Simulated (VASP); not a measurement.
Given:

```
CsPbBr3
1.0
    5.77905     0.00000     0.00000
    0.00000     5.77905     0.00000
    0.00000     0.00000     5.77905
Cs Pb Br
1 1 3
Direct
  0.00000   0.00000   0.00000
  0.50000   0.50000   0.50000
  0.50000   0.00000   0.50000
  0.00000   0.50000   0.50000
  0.50000   0.50000   0.00000
```

All values below come from LDA (Ceperley-Alder, Perdew-Zunger) with spin-orbit coupling, VASP's LDA PAW potentials (set 64) (plane waves; VASP). Numerical set-up: 400 eV cut-off, 4×4×4 Γ-centred mesh, Gaussian smearing of 0.050 eV, potentials Cs_sv Pb_d Br.

Estimate the energy per atom (σ→0), band gap (over mesh and band path) with the smallest direct gap where there is one.

| Quantity | Result |
|---|---|
| band gap (over mesh and band path) | 0.08 eV |
| smallest direct gap (over mesh and band path) | 0.08 eV |
| energy per atom (σ→0) | -3685 meV/atom |

The compound is CsPbBr3 in the cubic perovskite structure, the ideal cubic form; the compound distorts at low or room temperature. It was relaxed first.
